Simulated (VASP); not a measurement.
These are r2SCAN meta-GGA, VASP's PBE PAW potentials (set 64) (plane waves; VASP) values and carry that method's errors.

A VASP calculation is set up with these files.

### INCAR
```
SYSTEM = Al2O3
PREC = Accurate; ENCUT = 520; LREAL = .FALSE.
LASPH = .TRUE.
EDIFF = 1E-6; NELM = 100; ALGO = Normal
LMIXTAU = .TRUE.
ISMEAR = 0; SIGMA = 0.05
METAGGA = R2SCAN
IBRION = 2; NSW = 60; ISIF = 3
EDIFFG = -0.02
LWAVE = .FALSE.; LCHARG = .FALSE.
```

File KPOINTS:
```
Automatic mesh
0
Gamma
4 2 7
0 0 0
```

File POSCAR:
```
Al2O3
1.0
  4.7070867167   0.0000000000   0.0000000000
  0.0000000000   9.6348232126   0.0000000000
  0.0000000000   0.0000000000   3.0124818770
Al O
4 6
Cartesian
  2.0608042825   3.1684305035   1.5062409385
  2.6462824342   6.4663927091   1.5062409385
  4.4143476409   1.6489811028   0.0000000000
  0.2927390758   7.9858421098   0.0000000000
  3.5875311800   2.2031685514   1.5062409385
  1.1195555367   7.4316546612   1.5062409385
  1.2339878217   2.6142430549   0.0000000000
  3.4730988950   7.0205801577   0.0000000000
  0.0000000000   0.0000000000   0.0000000000
  2.3535433584   4.8174116063   1.5062409385
```

POTCAR, in this order: Al O (PBE.64 set). Program: vasp_std.

Output of the run:

OSZICAR:
```
...
DAV:  15    -0.948747880121E+02    0.19278E-02   -0.20180E-03  1440   0.482E-01    0.431E-02
DAV:  16    -0.948824624735E+02   -0.76745E-02   -0.19450E-03  1440   0.437E-01    0.330E-02
DAV:  17    -0.948852565809E+02   -0.27941E-02   -0.72900E-04  1440   0.258E-01    0.212E-02
DAV:  18    -0.948862356204E+02   -0.97904E-03   -0.96733E-05  1614   0.849E-02    0.165E-02
DAV:  19    -0.948865725464E+02   -0.33693E-03   -0.53851E-05  1482   0.567E-02    0.162E-02
DAV:  20    -0.948868785044E+02   -0.30596E-03   -0.66759E-05  1464   0.909E-02    0.894E-03
DAV:  21    -0.948869049685E+02   -0.26464E-04   -0.87202E-06  1656   0.268E-02    0.702E-03
DAV:  22    -0.948869043227E+02    0.64588E-06   -0.11533E-06   948   0.109E-02
   1 F= -.94886904E+02 E0= -.94886904E+02  d E =-.948869E+02
       N       E                     dE             d eps       ncg     rms          rms(c)
DAV:   1    -0.950620053155E+02   -0.17510E+00   -0.38840E+00  1554   0.144E+01    0.304E+00
DAV:   2    -0.948434128407E+02    0.21859E+00   -0.68235E-01  1452   0.497E+00    0.556E-01
DAV:   3    -0.948057113278E+02    0.37702E-01   -0.37635E-02  1440   0.172E+00    0.229E-01
DAV:   4    -0.948654039716E+02   -0.59693E-01   -0.46784E-02  1440   0.207E+00    0.744E-02
DAV:   5    -0.948888638540E+02   -0.23460E-01   -0.71496E-03  1440   0.860E-01    0.236E-02
DAV:   6    -0.948897213064E+02   -0.85745E-03   -0.85692E-04  1500   0.333E-01    0.227E-02
DAV:   7    -0.948897550087E+02   -0.33702E-04   -0.76383E-04  1452   0.305E-01    0.230E-02
DAV:   8    -0.948901661844E+02   -0.41118E-03   -0.43404E-04  1452   0.239E-01    0.513E-03
DAV:   9    -0.948904023263E+02   -0.23614E-03   -0.69995E-05  1476   0.959E-02    0.146E-03
DAV:  10    -0.948904019880E+02    0.33825E-06   -0.75838E-06  1566   0.276E-02
   2 F= -.94890402E+02 E0= -.94890402E+02  d E =-.349767E-02
       N       E                     dE             d eps       ncg     rms          rms(c)
DAV:   1    -0.949347944488E+02   -0.44392E-01   -0.80522E-01  1548   0.650E+00    0.138E+00
DAV:   2    -0.948986261834E+02    0.36168E-01   -0.13791E-01  1572   0.223E+00    0.249E-01
DAV:   3    -0.948907737237E+02    0.78525E-02   -0.52117E-03  1440   0.550E-01    0.106E-01
DAV:   4    -0.948967145757E+02   -0.59409E-02   -0.78142E-03  1440   0.855E-01    0.355E-02
DAV:   5    -0.948984698273E+02   -0.17553E-02   -0.19952E-03  1440   0.468E-01    0.123E-02
DAV:   6    -0.948993212052E+02   -0.85138E-03   -0.50674E-04  1452   0.261E-01    0.116E-02
DAV:   7    -0.948991793669E+02    0.14184E-03   -0.25774E-04  1446   0.188E-01    0.860E-03
DAV:   8    -0.948995944557E+02   -0.41509E-03   -0.11109E-04  1440   0.124E-01    0.187E-03
DAV:   9    -0.948995991168E+02   -0.46611E-05   -0.86526E-06  1548   0.310E-02    0.674E-04
DAV:  10    -0.948996065158E+02   -0.73991E-05   -0.31184E-06  1332   0.195E-02    0.451E-04
DAV:  11    -0.948996080815E+02   -0.15657E-05   -0.29785E-07   966   0.558E-03    0.255E-04
DAV:  12    -0.948996083232E+02   -0.24170E-06   -0.11556E-07   918   0.321E-03
   3 F= -.94899608E+02 E0= -.94899608E+02  d E =-.127040E-01
       N       E                     dE             d eps       ncg     rms          rms(c)
DAV:   1    -0.949014286655E+02   -0.18206E-02   -0.15757E-01  1446   0.278E+00    0.310E-01
DAV:   2    -0.948993971119E+02    0.20316E-02   -0.76733E-03  1512   0.558E-01    0.956E-02
DAV:   3    -0.948990406325E+02    0.35648E-03   -0.66671E-04  1452   0.223E-01    0.363E-02
DAV:   4    -0.948992966484E+02   -0.25602E-03   -0.37030E-04  1452   0.207E-01    0.164E-02
DAV:   5    -0.948994499493E+02   -0.15330E-03   -0.21836E-04  1446   0.171E-01    0.449E-03
DAV:   6    -0.948995131666E+02   -0.63217E-04   -0.11397E-04  1464   0.120E-01    0.570E-03
DAV:   7    -0.948995879665E+02   -0.74800E-04   -0.14363E-05  1506   0.391E-02    0.166E-03
DAV:   8    -0.948995973981E+02   -0.94316E-05   -0.57125E-06  1506   0.232E-02    0.117E-03
DAV:   9    -0.948995941897E+02    0.32083E-05   -0.17730E-06   992   0.147E-02    0.668E-04
DAV:  10    -0.948995986244E+02   -0.44347E-05   -0.11311E-06   900   0.116E-02    0.534E-04
DAV:  11    -0.948995986442E+02   -0.19784E-07   -0.57172E-08   780   0.202E-03
   4 F= -.94899599E+02 E0= -.94899599E+02  d E =0.967905E-05
       N       E                     dE             d eps       ncg     rms          rms(c)
DAV:   1    -0.949004823925E+02   -0.88377E-03   -0.40158E-02  1446   0.140E+00    0.156E-01
DAV:   2    -0.949000041643E+02    0.47823E-03   -0.19342E-03  1560   0.279E-01    0.484E-02
DAV:   3    -0.948999095478E+02    0.94616E-04   -0.16534E-04  1464   0.106E-01    0.183E-02
DAV:   4    -0.948999813695E+02   -0.71822E-04   -0.84442E-05  1464   0.963E-02    0.840E-03
DAV:   5    -0.948999933352E+02   -0.11966E-04   -0.49259E-05  1458   0.810E-02    0.223E-03
DAV:   6    -0.949000154304E+02   -0.22095E-04   -0.28146E-05  1464   0.591E-02    0.281E-03
DAV:   7    -0.949000314833E+02   -0.16053E-04   -0.33142E-06  1296   0.190E-02    0.800E-04
DAV:   8    -0.949000335212E+02   -0.20379E-05   -0.14708E-06   922   0.118E-02    0.479E-04
DAV:   9    -0.949000332170E+02    0.30424E-06   -0.45071E-07   948   0.708E-03
   5 F= -.94900033E+02 E0= -.94900033E+02  d E =-.424894E-03
       N       E                     dE             d eps       ncg     rms          rms(c)
DAV:   1    -0.949007657236E+02   -0.73220E-03   -0.53938E-02  1440   0.164E+00    0.124E-01
DAV:   2    -0.949005102045E+02    0.25552E-03   -0.98040E-04  1590   0.234E-01    0.720E-02
DAV:   3    -0.949002874043E+02    0.22280E-03   -0.36363E-04  1476   0.187E-01    0.223E-02
DAV:   4    -0.949003512688E+02   -0.63864E-04   -0.16194E-04  1446   0.131E-01    0.106E-02
DAV:   5    -0.949002370255E+02    0.11424E-03   -0.15443E-04  1440   0.136E-01    0.486E-03
DAV:   6    -0.949004035347E+02   -0.16651E-03   -0.77843E-05  1440   0.956E-02    0.305E-03
DAV:   7    -0.949004094689E+02   -0.59342E-05   -0.35885E-06  1316   0.169E-02    0.154E-03
DAV:   8    -0.949004082758E+02    0.11931E-05   -0.13279E-06   894   0.120E-02    0.390E-04
DAV:   9    -0.949004098436E+02   -0.15678E-05   -0.97908E-07   888   0.871E-03    0.439E-04
DAV:  10    -0.949004100137E+02   -0.17009E-06   -0.88889E-08   756   0.233E-03
   6 F= -.94900410E+02 E0= -.94900410E+02  d E =-.376797E-03
       N       E                     dE             d eps       ncg     rms          rms(c)
DAV:   1    -0.949006485136E+02   -0.23867E-03   -0.24391E-02  1440   0.110E+00    0.837E-02
DAV:   2    -0.949005334687E+02    0.11504E-03   -0.44292E-04  1584   0.157E-01    0.484E-02
DAV:   3    -0.949004328270E+02    0.10064E-03   -0.16395E-04  1476   0.126E-01    0.150E-02
DAV:   4    -0.949004619630E+02   -0.29136E-04   -0.72827E-05  1446   0.876E-02    0.714E-03
DAV:   5    -0.949004100444E+02    0.51919E-04   -0.69253E-05  1452   0.910E-02    0.323E-03
DAV:   6    -0.949004845010E+02   -0.74457E-04   -0.35446E-05  1446   0.644E-02    0.205E-03
DAV:   7    -0.949004874529E+02   -0.29519E-05   -0.15758E-06  1044   0.115E-02    0.105E-03
DAV:   8    -0.949004867737E+02    0.67921E-06   -0.75556E-07   900   0.862E-03
   7 F= -.94900487E+02 E0= -.94900487E+02  d E =-.453557E-03
       N       E                     dE             d eps       ncg     rms          rms(c)
DAV:   1    -0.949008556671E+02   -0.36821E-03   -0.16301E-02  1440   0.890E-01    0.791E-02
DAV:   2    -0.949007555057E+02    0.10016E-03   -0.32151E-04  1614   0.136E-01    0.445E-02
DAV:   3    -0.949006783697E+02    0.77136E-04   -0.93116E-05  1504   0.878E-02    0.151E-02
DAV:   4    -0.949006585663E+02    0.19803E-04   -0.69401E-05  1458   0.862E-02    0.508E-03
DAV:   5    -0.949006775323E+02   -0.18966E-04   -0.50881E-05  1452   0.805E-02    0.269E-03
DAV:   6    -0.949007093847E+02   -0.31852E-04   -0.15300E-05  1464   0.414E-02    0.231E-03
DAV:   7    -0.949007091145E+02    0.27019E-06   -0.27938E-06  1154   0.164E-02
   8 F= -.94900709E+02 E0= -.94900709E+02  d E =-.222341E-03
```

### OUTCAR
```
------------------------ aborting loop because EDIFF is reached ----------------------------------------
  FORCE on cell =-STRESS in cart. coord.  units (eV):
  Direction    XX          YY          ZZ          XY          YZ          ZX
  --------------------------------------------------------------------------------------
  Total       -0.0313998     -0.0322887      0.0600830      0.0000000      0.0000000      0.0000000
  in kB       -0.3734466     -0.3840175      0.7145834      0.0000000      0.0000000      0.0000000
  external PRESSURE =      -0.0142936 kB  Pullay stress =       0.0000000 kB
  volume of cell :      134.71
      direct lattice vectors                 reciprocal lattice vectors
     4.670628540  0.000000000  0.000000000     0.214103946 -0.000000000  0.000000000
     0.000000000  9.632381556  0.000000000    -0.000000000  0.103816485  0.000000000
     0.000000000  0.000000000  2.994335301     0.000000000  0.000000000  0.333963935
 POSITION                                       TOTAL-FORCE (eV/Angst)
 -----------------------------------------------------------------------------------
      2.04155      3.16845      1.49717        -0.010440     -0.003885      0.000000
      2.62908      6.46394      1.49717         0.010440      0.003885     -0.000000
      4.37687      1.64774      0.00000        -0.010440      0.003885      0.000000
      0.29376      7.98464      2.99434         0.010440     -0.003885     -0.000000
      3.55842      2.20363      1.49717        -0.007117     -0.014405      0.000000
      1.11221      7.42875      1.49717         0.007117      0.014405      0.000000
      1.22310      2.61256      2.99434        -0.007117      0.014405      0.000000
      3.44752      7.01982      0.00000         0.007117     -0.014405      0.000000
      0.00000      0.00000      0.00000         0.000000      0.000000      0.000000
      2.33531      4.81619      1.49717         0.000000      0.000000      0.000000
 -----------------------------------------------------------------------------------
    total drift:                               -0.000000      0.000000      0.000000
  FREE ENERGIE OF THE ION-ELECTRON SYSTEM (eV)
  ---------------------------------------------------
  free  energy   TOTEN  =       -94.9007091145 eV

  energy  without entropy=      -94.9007091145  energy(sigma->0) =      -94.90070911

 reached required accuracy - stopping structural energy minimisation
```
(Selected blocks of OUTCAR.)

File CONTCAR:
```
Al2O3
   1.00000000000000
     4.6706285400020260    0.0000000000000000    0.0000000000000000
     0.0000000000000000    9.6323815563827377    0.0000000000000000
     0.0000000000000000    0.0000000000000000    2.9943353014671068
  Al              O
     4     6
Direct
     0.4371041595027228    0.3289369307548276    0.5000000000000000
     0.5628958404972773    0.6710630692451724    0.5000000000000000
     0.9371041595027227    0.1710630692451724    0.0000000000000000
     0.0628958404972772    0.8289369307548276    1.0000000000000000
     0.7618714932502535    0.2287730496029393    0.5000000000000000
     0.2381285067497463    0.7712269503970606    0.5000000000000000
     0.2618714932502536    0.2712269503970607    1.0000000000000000
     0.7381285067497465    0.7287730496029394    0.0000000000000000
     0.0000000000000000    0.0000000000000000    0.0000000000000000
     0.5000000000000000    0.5000000000000000    0.5000000000000000
```

### OUTCAR
```
 val. band max:        1.7806115875   @ k =   0.0000   0.0000   0.0000

 cond. band min:       5.8793683146   @ k =   0.0000   0.0000   0.0000


 Fermi energy:         2.0905904154

 k-point     1 :       0.0000    0.0000    0.0000
  band No.  band energies     occupation
      1     -18.4837      2.00000
      2     -18.4120      2.00000
      3     -17.2726      2.00000
      4     -17.2565      2.00000
      5     -15.7619      2.00000
      6     -15.6378      2.00000
      7      -5.4451      2.00000
      8      -4.8466      2.00000
      9      -2.9447      2.00000
     10      -2.8058      2.00000
     11      -2.4409      2.00000
     12      -2.4155      2.00000
     13      -2.1665      2.00000
     14      -2.1391      2.00000
     15      -2.1186      2.00000
     16      -1.4333      2.00000
     17      -1.4275      2.00000
     18      -0.6986      2.00000
     19      -0.3476      2.00000
     20      -0.0164      2.00000
     21       0.4302      2.00000
     22       1.1989      2.00000
     23       1.7229      2.00000
     24       1.7806      2.00000
     25       5.8794      0.00000
     26       7.7242      0.00000
     27       8.6581      0.00000
     28       9.0812      0.00000
     29       9.5966      0.00000
     30      10.2262      0.00000

 k-point     2 :       0.2500    0.0000    0.0000
  band No.  band energies     occupation
      1     -18.3294      2.00000
      2     -18.2610      2.00000
      3     -17.4803      2.00000
      4     -17.4467      2.00000
      5     -15.7319      2.00000
      6     -15.6480      2.00000
      7      -5.0984      2.00000
      8      -4.4676      2.00000
      9      -3.2978      2.00000
     10      -2.7202      2.00000
     11      -2.6949      2.00000
     12      -2.3073      2.00000
     13      -2.2837      2.00000
     14      -1.9697      2.00000
     15      -1.7660      2.00000
     16      -1.5971      2.00000
     17      -1.5866      2.00000
     18      -0.7854      2.00000
...
```

The structure comes from a computed database's Al2O3 entry (Pnnm); how it stands against other phases isn't given here. This run relaxes it. Symmetry was kept, so distortions that lower it aren't found. The start is the result of an earlier pass.
